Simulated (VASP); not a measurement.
All values below come from LDA (Ceperley-Alder, Perdew-Zunger), VASP's LDA PAW potentials (set 64) (plane waves; VASP).

VASP input:

**KPOINTS**
```
Automatic mesh
0
Gamma
  11 11 9
0 0 0
```

POSCAR:
```
TiB2
1
    1.4983523408    -2.5952224075     0.0000000000
    1.4983523408     2.5952224075     0.0000000000
   -0.0000000000     0.0000000000     3.1574642607
Ti B
1 2
Direct
  0.0000000000   0.0000000000   0.0000000000
  0.3333330000   0.6666670000   0.5000000000
  0.6666670000   0.3333330000   0.5000000000
```

INCAR:
```
SYSTEM = TiB2
PREC = Accurate
ENCUT = 520
EDIFF = 1E-6
NELM = 100
ALGO = Normal
LREAL = .FALSE.
LASPH = .TRUE.
ISMEAR = 1
SIGMA = 0.1
LMAXMIX = 4
LWAVE = .FALSE.
LCHARG = .FALSE.
IBRION = 2
ISIF = 3
NSW = 60
EDIFFG = -0.02
```

POTCAR, in this order: Ti_sv B (LDA.64 set). Program: vasp_std.

Output of the run:

File OSZICAR:
```
       N       E                     dE             d eps       ncg     rms          rms(c)
DAV:   1     0.125351911504E+03    0.12535E+03   -0.93560E+03  2085   0.158E+03
DAV:   2    -0.224595471654E+02   -0.14781E+03   -0.14339E+03  2135   0.394E+02
DAV:   3    -0.318691469519E+02   -0.94096E+01   -0.93182E+01  3023   0.937E+01
DAV:   4    -0.321989342974E+02   -0.32979E+00   -0.32940E+00  2662   0.159E+01
DAV:   5    -0.322087019135E+02   -0.97676E-02   -0.97689E-02  3057   0.235E+00    0.174E+01
DAV:   6    -0.268947113415E+02    0.53140E+01   -0.26367E+01  2710   0.612E+01    0.386E+00
DAV:   7    -0.269225793407E+02   -0.27868E-01   -0.17256E+00  2329   0.159E+01    0.349E+00
DAV:   8    -0.269262283264E+02   -0.36490E-02   -0.15115E-01  3080   0.350E+00    0.739E-01
DAV:   9    -0.269218105290E+02    0.44178E-02   -0.59554E-02  2775   0.339E+00    0.300E-01
DAV:  10    -0.269210609796E+02    0.74955E-03   -0.56639E-03  2660   0.106E+00    0.706E-02
DAV:  11    -0.269210364579E+02    0.24522E-04   -0.23237E-04  2846   0.186E-01    0.553E-02
DAV:  12    -0.269210208731E+02    0.15585E-04   -0.10267E-04  2664   0.135E-01    0.110E-02
DAV:  13    -0.269210198012E+02    0.10719E-05   -0.14616E-05  2661   0.522E-02    0.377E-03
DAV:  14    -0.269210196183E+02    0.18292E-06   -0.45477E-07  1175   0.958E-03
   1 F= -.26921020E+02 E0= -.26920808E+02  d E =-.269210E+02
       N       E                     dE             d eps       ncg     rms          rms(c)
DAV:   1    -0.269215417865E+02   -0.52199E-03   -0.17991E-02  2275   0.222E+00    0.189E-01
DAV:   2    -0.269212129868E+02    0.32880E-03   -0.16856E-03  2123   0.593E-01    0.724E-02
DAV:   3    -0.269211199251E+02    0.93062E-04   -0.19440E-04  3245   0.129E-01    0.302E-02
DAV:   4    -0.269211094847E+02    0.10440E-04   -0.65298E-05  3064   0.805E-02    0.139E-02
DAV:   5    -0.269211132362E+02   -0.37515E-05   -0.11645E-05  2338   0.448E-02    0.820E-03
DAV:   6    -0.269211127129E+02    0.52332E-06   -0.21284E-06  1959   0.174E-02
   2 F= -.26921113E+02 E0= -.26920904E+02  d E =-.930946E-04
```

### OUTCAR
```
------------------------ aborting loop because EDIFF is reached ----------------------------------------
  FORCE on cell =-STRESS in cart. coord.  units (eV):
  Direction    XX          YY          ZZ          XY          YZ          ZX
  --------------------------------------------------------------------------------------
  Total       -0.0150020     -0.0150020     -0.0169120     -0.0000000      0.0000000      0.0000000
  in kB       -0.9775313     -0.9775313     -1.1019889     -0.0000000      0.0000000      0.0000000
  external PRESSURE =      -1.0190172 kB  Pullay stress =       0.0000000 kB
  volume of cell :       24.59
      direct lattice vectors                 reciprocal lattice vectors
     1.497966655 -2.594554381 -0.000000000     0.333785801 -0.192711320  0.000000000
     1.497966655  2.594554381 -0.000000000     0.333785801  0.192711320  0.000000000
    -0.000000000  0.000000000  3.163256363     0.000000000  0.000000000  0.316129926
 POSITION                                       TOTAL-FORCE (eV/Angst)
 -----------------------------------------------------------------------------------
     -0.00000      0.00000      3.16326         0.000000     -0.000000     -0.000000
      1.49797      0.86485      1.58163        -0.000000     -0.000000      0.000000
      1.49797     -0.86485      1.58163         0.000000      0.000000      0.000000
 -----------------------------------------------------------------------------------
    total drift:                                0.000000      0.000000      0.000000
  FREE ENERGIE OF THE ION-ELECTRON SYSTEM (eV)
  ---------------------------------------------------
  free  energy   TOTEN  =       -26.9211127129 eV

  energy  without entropy=      -26.9204858709  energy(sigma->0) =      -26.92090377

 reached required accuracy - stopping structural energy minimisation
```
(Selected blocks of OUTCAR.)

CONTCAR:
```
TiB2
   1.00000000000000
     1.4979666554665805   -2.5945543808870188   -0.0000000000000000
     1.4979666554665805    2.5945543808870188   -0.0000000000000000
    -0.0000000000000000    0.0000000000000000    3.1632563631815445
  Ti              B
     1     2
Direct
     0.0000000000000000    0.0000000000000000    1.0000000000000000
     0.3333330000000032    0.6666669999999968    0.5000000000000000
     0.6666669999999968    0.3333330000000032    0.5000000000000000
```

### OUTCAR
```
 val. band max:       10.3638928481   @ k =   0.0909   0.0000   0.3333

 cond. band min:      10.4121141202   @ k =   0.0909   0.0000   0.4444


 Fermi energy:        10.3646001802

 k-point     1 :       0.0000    0.0000    0.0000
  band No.  band energies     occupation
      1     -45.7310      2.00000
      2     -22.4730      2.00000
      3     -22.1380      2.00000
      4     -22.1380      2.00000
      5      -3.1078      2.00000
      6       7.6569      2.00000
      7       7.6569      2.00000
      8       8.2048      2.00000
      9       8.2400      2.00000
     10      12.4047      0.00000
     11      12.4047      0.00000
     12      14.2972      0.00000
     13      14.2972      0.00000

 k-point     2 :       0.0909    0.0000    0.0000
  band No.  band energies     occupation
      1     -45.7256      2.00000
      2     -22.4665      2.00000
      3     -22.1770      2.00000
      4     -22.1468      2.00000
      5      -2.9450      2.00000
      6       7.2206      2.00000
      7       7.6382      2.00000
      8       8.0874      2.00000
      9       8.2845      2.00000
     10      12.3557     -0.00000
     11      12.7048      0.00000
     12      13.6651      0.00000
     13      13.7714      0.00000

 k-point     3 :       0.1818    0.0000    0.0000
  band No.  band energies     occupation
      1     -45.7114      2.00000
      2     -22.4490      2.00000
      3     -22.2806      2.00000
      4     -22.1703      2.00000
      5      -2.4695      2.00000
      6       6.1228      2.00000
      7       7.5605      2.00000
      8       7.7625      2.00000
      9       8.4464      2.00000
     10      12.2269     -0.00000
     11      12.8605      0.00000
     12      13.1994      0.00000
     13      13.3998      0.00000

 k-point     4 :       0.2727    0.0000    0.0000
  band No.  band energies     occupation
      1     -45.6926      2.00000
      2     -22.4261      2.00000
      3     -22.4139      2.00000
...
```

The compound is TiB2 in the AlB2 type structure. This run relaxes it. Symmetry was kept, so distortions that lower it aren't found. The start is the result of an earlier pass.
